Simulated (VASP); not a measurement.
# CaO (Lime) with PBE + D3(BJ): from relaxation to properties, part 4 of 4

What structure does CaO (Lime) take at this level, and what are its properties? The start is a cell from a database of measured crystal structures.

VASP 6.6.1; PBE with D3(BJ); plane waves and PAW (Ca_sv, O).

So far. Step 13 (Volume scan with PBE + D3(BJ) (run 7)): The pressure falls from -4.05 to -5.77 GPa. The parabola predicted -5.72 GPa, +0.06 GPa off. Step 15 (Fit for PBE + D3(BJ)): The fitted volume lies +0.15 % from the relaxed one. At a finite cutoff and mesh the minimum of the energy and the zero of the stress don't quite coincide, and the relaxation stops at a threshold. The relaxed cell has a = 4.792 Å (conventional setting).

## (16) Dielectric tensor and Born charges (PBE + D3(BJ))

This step: PBE with D3(BJ); plane waves and PAW (Ca_sv, O) (VASP 6.6.1).

The response to a static field gives the electronic dielectric tensor and the Born charges. It needs tightly converged orbitals, hence the small EDIFF.

INCAR reads:

```
SYSTEM = CaO
PREC = Accurate
ENCUT = 520
EDIFF = 1E-08
NELM = 100
ISMEAR = 0
SIGMA = 0.01
LREAL = .FALSE.
ALGO = Normal
GGA = PE
IVDW = 12
NBANDS = 14
LORBIT = 11
LWAVE = .FALSE.
LCHARG = .FALSE.
KPAR = 2
LEPSILON = .TRUE.
```

POSCAR reads:

```
CaO
1.0
    0.0000000000      2.3961214898      2.3961214898
    2.3961214898      0.0000000000      2.3961214898
    2.3961214898      2.3961214898      0.0000000000
Ca O
1 1
Direct
    0.0000000000      0.0000000000      0.0000000000
    0.5000000000      0.5000000000      0.5000000000
```

KPOINTS reads:

```
Automatic mesh
0
Gamma
12 12 12
0 0 0
```

Potentials, in the order of the species: Ca_sv and O (PBE family, release 64).

Command:

```sh
mpirun -np 2 vasp_std
```

Output:

```text
[... set-up lines as in an earlier step ...]
 entering main loop
       N       E                     dE             d eps       ncg     rms          rms(c)
DAV:   1     0.128199317278E+03    0.12820E+03   -0.85178E+03  2016   0.117E+03
DAV:   2    -0.861967984971E+01   -0.13682E+03   -0.12758E+03  2548   0.307E+02
DAV:   3    -0.143233602045E+02   -0.57037E+01   -0.56614E+01  2288   0.653E+01
DAV:   4    -0.145065940269E+02   -0.18323E+00   -0.18308E+00  2952   0.995E+00
DAV:   5    -0.145095738352E+02   -0.29798E-02   -0.29797E-02  2318   0.117E+00    0.857E+00
DAV:   6    -0.128554004637E+02    0.16542E+01   -0.57849E+00  2138   0.237E+01    0.359E+00
DAV:   7    -0.127987632525E+02    0.56637E-01   -0.53417E-01  2480   0.733E+00    0.178E+00
DAV:   8    -0.127966104819E+02    0.21528E-02   -0.73672E-02  2384   0.294E+00    0.341E-01
DAV:   9    -0.127958561757E+02    0.75431E-03   -0.81344E-03  2472   0.673E-01    0.121E-01
DAV:  10    -0.127965966974E+02   -0.74052E-03   -0.10746E-03  2122   0.359E-01    0.635E-02
DAV:  11    -0.127965413231E+02    0.55374E-04   -0.12465E-04  2742   0.131E-01    0.599E-03
DAV:  12    -0.127965421372E+02   -0.81412E-06   -0.14723E-05  2142   0.343E-02    0.508E-03
DAV:  13    -0.127965417754E+02    0.36174E-06   -0.13670E-06  2724   0.109E-02    0.445E-04
DAV:  14    -0.127965418162E+02   -0.40757E-07   -0.62320E-08  2224   0.267E-03    0.223E-04
DAV:  15    -0.127965418317E+02   -0.15530E-07   -0.41228E-09  1230   0.855E-04    0.131E-04
DAV:  16    -0.127965418228E+02    0.89767E-08   -0.10975E-09  1050   0.385E-04
   1 F= -.13345892E+02 E0= -.13345892E+02  d E =-.205849-100
 Linear response reoptimize wavefunctions to high precision
DAV:   1    -0.127965418241E+02    0.54935E+00   -0.21257E-10  1080   0.123E-04
DAV:   2    -0.127965418241E+02   -0.77307E-11   -0.68722E-11  1038   0.549E-05
 Linear response G [H, r] |phi>, progress :
  Direction:   1
       N       E                     dE             d eps       ncg     rms
RMM:   1    -0.559208423983E+02   -0.55921E+02    0.57929E+02  3612   0.160E+02
RMM:   2    -0.571171145903E+02   -0.11963E+01   -0.97878E+00  3345   0.285E+01
RMM:   3    -0.579321768924E+02   -0.81506E+00   -0.52246E+00  4244   0.881E+00
RMM:   4    -0.580939159995E+02   -0.16174E+00   -0.11720E+00  4777   0.334E+00
RMM:   5    -0.581360092424E+02   -0.42093E-01   -0.24952E-01  4792   0.138E+00
RMM:   6    -0.581432201852E+02   -0.72109E-02   -0.55307E-02  4863   0.631E-01
RMM:   7    -0.581449269392E+02   -0.17068E-02   -0.11318E-02  4875   0.279E-01
RMM:   8    -0.581452608784E+02   -0.33394E-03   -0.36192E-03  4793   0.127E-01
RMM:   9    -0.581453414189E+02   -0.80541E-04   -0.11702E-03  4786   0.591E-02
RMM:  10    -0.581453586113E+02   -0.17192E-04   -0.30086E-03  4754   0.289E-02
RMM:  11    -0.581453618107E+02   -0.31994E-05   -0.95794E-04  4661   0.147E-02
RMM:  12    -0.581453646573E+02   -0.28465E-05   -0.62396E-04  4503   0.765E-03
RMM:  13    -0.581453652559E+02   -0.59864E-06   -0.24427E-04  4382   0.384E-03
RMM:  14    -0.581453655814E+02   -0.32547E-06   -0.27024E-04  4214   0.218E-03
RMM:  15    -0.581453657959E+02   -0.21450E-06   -0.22290E-05  3901   0.120E-03
RMM:  16    -0.581453657800E+02    0.15912E-07   -0.39691E-05  3589   0.742E-04
RMM:  17    -0.581453658296E+02   -0.49658E-07    0.13305E-05  3279   0.465E-04
RMM:  18    -0.581453657903E+02    0.39274E-07    0.22289E-05  2945   0.324E-04
RMM:  19    -0.581453658278E+02   -0.37466E-07    0.25980E-05  2698   0.243E-04
RMM:  20    -0.581453657995E+02    0.28281E-07    0.41179E-05  2483   0.202E-04
RMM:  21    -0.581453658195E+02   -0.19952E-07    0.29908E-05  2334   0.177E-04
RMM:  22    -0.581453657852E+02    0.34282E-07    0.44928E-05  2204   0.162E-04
RMM:  23    -0.581453658112E+02   -0.25962E-07    0.27560E-05  2125   0.152E-04
RMM:  24    -0.581453657776E+02    0.33593E-07    0.49171E-05  2056   0.149E-04
RMM:  25    -0.581453658155E+02   -0.37961E-07    0.22810E-05  1959   0.143E-04
RMM:  26    -0.581453657638E+02    0.51700E-07    0.42467E-05  1891   0.143E-04
 Linear response G [H, r] |phi>, progress :
  Direction:   2
       N       E                     dE             d eps       ncg     rms
RMM:   1    -0.526140690985E+02   -0.52614E+02    0.58321E+02  3536   0.158E+02
RMM:   2    -0.525535630347E+02    0.60506E-01   -0.83856E+00  3334   0.281E+01
RMM:   3    -0.529791143990E+02   -0.42555E+00   -0.25379E+00  4246   0.797E+00
RMM:   4    -0.530761318333E+02   -0.97017E-01   -0.57351E-01  4772   0.282E+00
RMM:   5    -0.531011012692E+02   -0.24969E-01   -0.12494E-01  4850   0.114E+00
RMM:   6    -0.531054074218E+02   -0.43062E-02   -0.28957E-02  4894   0.521E-01
RMM:   7    -0.531065072112E+02   -0.10998E-02   -0.67457E-03  4916   0.235E-01
RMM:   8    -0.531067287271E+02   -0.22152E-03   -0.16441E-03  4835   0.111E-01
RMM:   9    -0.531067899727E+02   -0.61246E-04   -0.66266E-04  4840   0.511E-02
RMM:  10    -0.531068044625E+02   -0.14490E-04   -0.13524E-04  4816   0.255E-02
RMM:  11    -0.531068070507E+02   -0.25881E-05   -0.39418E-04  4718   0.126E-02
RMM:  12    -0.531068095056E+02   -0.24549E-05   -0.38686E-04  4552   0.663E-03
RMM:  13    -0.531068099237E+02   -0.41816E-06   -0.15195E-04  4463   0.351E-03
RMM:  14    -0.531068101915E+02   -0.26775E-06   -0.30184E-05  4255   0.194E-03
RMM:  15    -0.531068102320E+02   -0.40527E-07   -0.50510E-05  3942   0.110E-03
RMM:  16    -0.531068101931E+02    0.38914E-07   -0.18617E-05  3630   0.676E-04
RMM:  17    -0.531068102678E+02   -0.74747E-07   -0.10729E-05  3341   0.435E-04
RMM:  18    -0.531068103047E+02   -0.36914E-07   -0.45226E-06  2995   0.317E-04
RMM:  19    -0.531068103120E+02   -0.72118E-08   -0.43926E-06  2730   0.245E-04
RMM:  20    -0.531068102953E+02    0.16630E-07    0.19220E-06  2523   0.209E-04
RMM:  21    -0.531068103338E+02   -0.38431E-07    0.31131E-06  2369   0.186E-04
RMM:  22    -0.531068103031E+02    0.30698E-07   -0.28822E-07  2225   0.175E-04
RMM:  23    -0.531068103272E+02   -0.24107E-07   -0.73347E-08  2162   0.164E-04
RMM:  24    -0.531068102922E+02    0.34993E-07    0.39610E-06  2059   0.162E-04
RMM:  25    -0.531068103331E+02   -0.40899E-07    0.50695E-06  1952   0.159E-04
 Linear response G [H, r] |phi>, progress :
  Direction:   3
       N       E                     dE             d eps       ncg     rms
RMM:   1    -0.529871472365E+02   -0.52987E+02    0.62099E+02  3482   0.158E+02
RMM:   2    -0.526127463536E+02    0.37440E+00   -0.11176E+01  3372   0.271E+01
RMM:   3    -0.536473317198E+02   -0.10346E+01   -0.70369E+00  4103   0.865E+00
RMM:   4    -0.538812712069E+02   -0.23394E+00   -0.12200E+00  4464   0.303E+00
[...]
RMM:  16    -0.207263817289E+00   -0.20570E-10   -0.21394E-07  2478   0.522E-05
RMM:  17    -0.207263817325E+00   -0.35939E-10   -0.90862E-08  2266   0.479E-05
 change of polarisation eV/A/(eV/A) component  2 :     0.076     0.415    -0.031
 dielectric tensor                  component  2 :     0.500     3.726    -0.204
 Linear response to external field (no local field effect), progress :
  Direction:   3
       N       E                     dE             d eps       ncg     rms          rms(c)
RMM:   1    -0.165608336545E+00   -0.16561E+00   -0.32584E-01  4354   0.404E+00
RMM:   2    -0.172361530881E+00   -0.67532E-02   -0.34998E-02  3745   0.897E-01
RMM:   3    -0.174214269055E+00   -0.18527E-02   -0.77475E-03  4279   0.327E-01
RMM:   4    -0.174716467443E+00   -0.50220E-03   -0.14176E-03  4484   0.121E-01
RMM:   5    -0.174778741642E+00   -0.62274E-04   -0.25925E-04  4536   0.518E-02
RMM:   6    -0.174793988104E+00   -0.15246E-04   -0.50702E-05  4450   0.218E-02
RMM:   7    -0.174796212929E+00   -0.22248E-05   -0.93175E-06  4235   0.975E-03
RMM:   8    -0.174796738836E+00   -0.52591E-06   -0.30131E-06  4115   0.423E-03
RMM:   9    -0.174796828276E+00   -0.89440E-07   -0.37518E-06  3963   0.199E-03
RMM:  10    -0.174796848741E+00   -0.20465E-07   -0.13053E-06  3761   0.898E-04
RMM:  11    -0.174796852999E+00   -0.42574E-08   -0.23173E-06  3497   0.444E-04
RMM:  12    -0.174796854073E+00   -0.10742E-08   -0.10057E-06  3281   0.213E-04
RMM:  13    -0.174796854903E+00   -0.82979E-09   -0.52131E-07  3015   0.117E-04
RMM:  14    -0.174796854600E+00    0.30246E-09   -0.24320E-07  2621   0.677E-05
RMM:  15    -0.174796853722E+00    0.87843E-09   -0.10682E-07  2197   0.494E-05
RMM:  16    -0.174796852262E+00    0.14602E-08   -0.39475E-08  1904   0.441E-05
 change of polarisation eV/A/(eV/A) component  3 :     0.025    -0.031     0.350
 dielectric tensor                  component  3 :     0.164    -0.204     3.299
 Linear response to external field, progress :
  Direction:   1
       N       E                     dE             d eps       ncg     rms          rms(c)
RMM:   1    -0.208485364605E+00   -0.20849E+00   -0.58041E-01  9955   0.415E+00
RMM:   2    -0.219290221714E+00   -0.10805E-01   -0.38111E-02  8449   0.951E-01    0.749E-01
RMM:   3    -0.215386705608E+00    0.39035E-02   -0.14449E-02  8436   0.865E-01    0.397E-01
RMM:   4    -0.224897955122E+00   -0.95112E-02   -0.73222E-03  9125   0.706E-01    0.118E-01
RMM:   5    -0.231226588707E+00   -0.63286E-02   -0.27617E-03  9935   0.317E-01    0.282E-02
RMM:   6    -0.232122995029E+00   -0.89641E-03   -0.65214E-04 10612   0.127E-01    0.147E-02
RMM:   7    -0.232476563615E+00   -0.35357E-03   -0.13434E-04 10513   0.546E-02    0.620E-03
RMM:   8    -0.232521004236E+00   -0.44441E-04   -0.30950E-05 10665   0.253E-02    0.140E-03
RMM:   9    -0.232526556617E+00   -0.55524E-05   -0.11741E-05 10894   0.116E-02    0.108E-03
RMM:  10    -0.232535219458E+00   -0.86628E-05   -0.13179E-05 10606   0.611E-03    0.121E-03
RMM:  11    -0.232522281581E+00    0.12938E-04   -0.90873E-06 10479   0.309E-03    0.453E-04
RMM:  12    -0.232522549017E+00   -0.26744E-06   -0.52289E-06 10655   0.140E-03    0.499E-04
RMM:  13    -0.232520171059E+00    0.23780E-05   -0.26071E-06 10439   0.798E-04    0.959E-04
RMM:  14    -0.232523186614E+00   -0.30156E-05   -0.12710E-06  9926   0.583E-04    0.382E-04
RMM:  15    -0.232526266479E+00   -0.30799E-05   -0.72501E-07  9804   0.523E-04    0.267E-04
RMM:  16    -0.232526462491E+00   -0.19601E-06   -0.50259E-07  9650   0.168E-04    0.315E-04
RMM:  17    -0.232526209136E+00    0.25335E-06   -0.27038E-07  7728   0.807E-05    0.289E-04
RMM:  18    -0.232525836781E+00    0.37235E-06   -0.75078E-08  7493   0.684E-05    0.238E-04
RMM:  19    -0.232525398736E+00    0.43804E-06   -0.18661E-08  7691   0.744E-05    0.167E-04
RMM:  20    -0.232524939139E+00    0.45960E-06   -0.71862E-09  7384   0.740E-05    0.901E-05
RMM:  21    -0.232524708395E+00    0.23074E-06   -0.19940E-10  5399   0.522E-05    0.518E-05
RMM:  22    -0.232524611006E+00    0.97389E-07   -0.51586E-11  4758   0.485E-05    0.345E-05
RMM:  23    -0.232524464814E+00    0.14619E-06   -0.23108E-10  5173   0.531E-05    0.959E-06
 change of polarisation eV/A/(eV/A) component  1 :     0.424     0.042     0.018
 dielectric tensor                  component  1 :     3.790     0.275     0.117
 Linear response to external field, progress :
  Direction:   2
       N       E                     dE             d eps       ncg     rms          rms(c)
RMM:   1    -0.208512713695E+00   -0.20851E+00   -0.58068E-01  9992   0.415E+00
RMM:   2    -0.219306349962E+00   -0.10794E-01   -0.38357E-02  8479   0.955E-01    0.749E-01
RMM:   3    -0.215385101288E+00    0.39212E-02   -0.14445E-02  8464   0.866E-01    0.397E-01
RMM:   4    -0.224895687900E+00   -0.95106E-02   -0.73262E-03  9162   0.706E-01    0.118E-01
RMM:   5    -0.231228093850E+00   -0.63324E-02   -0.27677E-03  9990   0.318E-01    0.282E-02
RMM:   6    -0.232113333206E+00   -0.88524E-03   -0.65312E-04 10664   0.127E-01    0.149E-02
RMM:   7    -0.232473913117E+00   -0.36058E-03   -0.13442E-04 10580   0.549E-02    0.648E-03
RMM:   8    -0.232515352162E+00   -0.41439E-04   -0.29867E-05 10764   0.254E-02    0.233E-03
RMM:   9    -0.232527437719E+00   -0.12086E-04   -0.14039E-05 11027   0.118E-02    0.119E-03
RMM:  10    -0.232536471731E+00   -0.90340E-05   -0.99194E-06 10604   0.638E-03    0.161E-03
RMM:  11    -0.232521454255E+00    0.15017E-04   -0.86036E-06 10477   0.337E-03    0.516E-04
RMM:  12    -0.232522831575E+00   -0.13773E-05   -0.54425E-06 10773   0.156E-03    0.305E-04
RMM:  13    -0.232523979483E+00   -0.11479E-05   -0.32484E-06 10802   0.781E-04    0.168E-04
RMM:  14    -0.232524424197E+00   -0.44471E-06   -0.18037E-06 10518   0.438E-04    0.474E-05
RMM:  15    -0.232524532703E+00   -0.10851E-06   -0.98585E-07  9745   0.216E-04    0.303E-05
RMM:  16    -0.232524383071E+00    0.14963E-06   -0.52129E-07  7910   0.110E-04    0.117E-05
RMM:  17    -0.232524407245E+00   -0.24174E-07   -0.24325E-07  6559   0.670E-05    0.966E-06
 change of polarisation eV/A/(eV/A) component  2 :     0.034     0.424     0.004
 dielectric tensor                  component  2 :     0.221     3.790     0.025
 Linear response to external field, progress :
  Direction:   3
       N       E                     dE             d eps       ncg     rms          rms(c)
RMM:   1    -0.208513063928E+00   -0.20851E+00   -0.58069E-01  9991   0.415E+00
RMM:   2    -0.219306599899E+00   -0.10794E-01   -0.38363E-02  8479   0.955E-01    0.749E-01
RMM:   3    -0.215385230054E+00    0.39214E-02   -0.14447E-02  8465   0.866E-01    0.397E-01
RMM:   4    -0.224895701090E+00   -0.95105E-02   -0.73263E-03  9163   0.706E-01    0.118E-01
RMM:   5    -0.231228164927E+00   -0.63325E-02   -0.27674E-03  9989   0.318E-01    0.282E-02
RMM:   6    -0.232113290885E+00   -0.88513E-03   -0.65310E-04 10665   0.127E-01    0.149E-02
RMM:   7    -0.232473921968E+00   -0.36063E-03   -0.13442E-04 10578   0.549E-02    0.648E-03
RMM:   8    -0.232515350903E+00   -0.41429E-04   -0.29452E-05 10770   0.254E-02    0.233E-03
RMM:   9    -0.232527459034E+00   -0.12108E-04   -0.13025E-05 11031   0.118E-02    0.119E-03
RMM:  10    -0.232536489632E+00   -0.90306E-05   -0.81393E-06 10629   0.637E-03    0.160E-03
RMM:  11    -0.232521452741E+00    0.15037E-04   -0.63595E-06 10469   0.337E-03    0.520E-04
RMM:  12    -0.232522848658E+00   -0.13959E-05   -0.34894E-06 10774   0.157E-03    0.300E-04
RMM:  13    -0.232524095340E+00   -0.12467E-05   -0.21807E-06 10801   0.785E-04    0.144E-04
RMM:  14    -0.232524370837E+00   -0.27550E-06   -0.10841E-06 10618   0.428E-04    0.313E-05
RMM:  15    -0.232524516316E+00   -0.14548E-06   -0.56437E-07  9631   0.211E-04    0.258E-05
RMM:  16    -0.232524396627E+00    0.11969E-06   -0.28708E-07  7793   0.108E-04    0.115E-05
RMM:  17    -0.232524414000E+00   -0.17373E-07   -0.86499E-08  6496   0.669E-05    0.958E-06
 change of polarisation eV/A/(eV/A) component  3 :     0.007     0.028     0.424
 dielectric tensor                  component  3 :     0.049     0.184     3.790
 Born effective charges drift removed
```

It took 3.8 min on 2 MPI ranks of Intel Xeon Platinum 8488C (Sapphire Rapids), shared host; peak memory 0.64 GiB; 7.6 min of CPU time.

OUTCAR, selected parts (step 16):

```text
   k-points           NKPTS =     72   k-points in BZ     NKDIM =     72   number of bands    NBANDS=     14

   NELECT =      16.0000    total number of electrons

  Total       0.00021     0.00021     0.00021     0.00000     0.00000     0.00000
  in kB       0.01201     0.01201     0.01201     0.00000     0.00000     0.00000
  external pressure =        0.01 kB  Pullay stress =        0.00 kB

 Edisp (eV)   -0.54935

 Edisp (eV)   -0.54935

 MACROSCOPIC STATIC DIELECTRIC TENSOR (including local field effects in DFT)
 ------------------------------------------------------
           3.790459    -0.000000    -0.000000
           0.000000     3.790459    -0.000000
           0.000000     0.000000     3.790459
 ------------------------------------------------------

 PIEZOELECTRIC TENSOR (including local field effects)  for field in x, y, z        (C/m^2)
          XX          YY          ZZ          XY          YZ          ZX
  --------------------------------------------------------------------------------
  x     0.00000     0.00000     0.00000     0.00000     0.00000     0.00000
  y     0.00000     0.00000     0.00000     0.00000     0.00000     0.00000
  z     0.00000     0.00000     0.00000     0.00000     0.00000     0.00000

 BORN EFFECTIVE CHARGES (including local field effects) (in |e|, cummulative output)
 ---------------------------------------------------------------------------------
 ion    1
    1     2.35936    -0.00000     0.00000
    2    -0.00000     2.35936     0.00000
    3    -0.00000    -0.00000     2.35936
 ion    2
    1    -2.35936     0.00000    -0.00000
    2     0.00000    -2.35936    -0.00000
    3     0.00000     0.00000    -2.35936

[... 8 parts as in an earlier step ...]

[... 3 further parts left out ...]
```

Energies printed during the response cycles are not total energies of the cell.

This step gave:

```yaml
irreducible_k_points: 72
fermi_energy: 2.548 eV
pressure: 0.001201 GPa
gap_on_the_k_mesh: 3.632 eV
least_direct_gap_on_the_k_mesh: 4.005 eV
```

Electronic dielectric tensor with local fields:

```
3.79 0.00 0.00
0.00 3.79 0.00
0.00 0.00 3.79
```

Born effective charge (e), principal values of the symmetric part by kind of site:

| atom | atoms with these values | low | middle | high | mean |
| --- | --- | --- | --- | --- | --- |
| Ca1 | 1 | 2.36 | 2.36 | 2.36 | 2.36 |
| O2 | 1 | -2.36 | -2.36 | -2.36 | -2.36 |

In full for O2:

```
-2.36  0.00  0.00
 0.00 -2.36  0.00
 0.00  0.00 -2.36
```

The Born charges sum to zero; the printed set may have that rule imposed, so this is no test. The mean Born charge of O, -2.36 e, exceeds its nominal -2, the mark of charge that flows along bonds as atoms move.

## (17) Results

| Quantity | Value |
| --- | --- |
| relaxed volume | 13.76 Å³/atom |
| relaxed conventional cell a, b, c | 4.792, 4.792, 4.792 Å |
| space group after relaxing, within 0.02 Å | Fm-3m (No. 225) |
| band gap | 3.63 eV, indirect (least direct gap of that run 4.00 eV) |
| gap among the points of the DOS mesh alone, an upper bound | 3.63 eV |
| bulk modulus from the fit | 112 GPa |
| volume from the fit | 13.8 Å³/atom |
| electronic dielectric constant, mean | 3.79 |

With PBE + D3(BJ), CaO (Lime) relaxes to 13.76 Å³/atom in space group Fm-3m (held by the symmetry of the run), has an indirect gap of 3.63 eV and has a bulk modulus of 112 GPa. Against the listed cell the volume lies -1.3 %. Band structure (PBE + D3(BJ)): The path shows an indirect gap of 3.63 eV (valence top at Γ, conduction bottom at X). The least direct gap is 4.00 eV. Dielectric tensor and Born charges (PBE + D3(BJ)): The electronic dielectric tensor with local fields is isotropic, 3.79. Dielectric tensor and Born charges (PBE + D3(BJ)): Mean Born effective charge: Ca1 2.36, O2 -2.36 e. Semilocal functionals usually underestimate gaps. No search among competing phases was made, and a listed structure need not be the one stable at ambient conditions. All values are for a static lattice at zero temperature.

[Lines on the potential files, build, host, timing and source positions are cut from VASP's logs without a mark.]

[Logs are printed without paths, hosts, clocks, repeated set-up lines and the standing remarks that a program may print on its own settings, such as how far it seeks lower states.]

[Hosts, paths, dates, database ids (printed as entryN), source tags and the programs' standing remarks are cut or masked in the printed files.]

[A measured line is paired with the nearest computed mode of its activity, which favours agreement.]
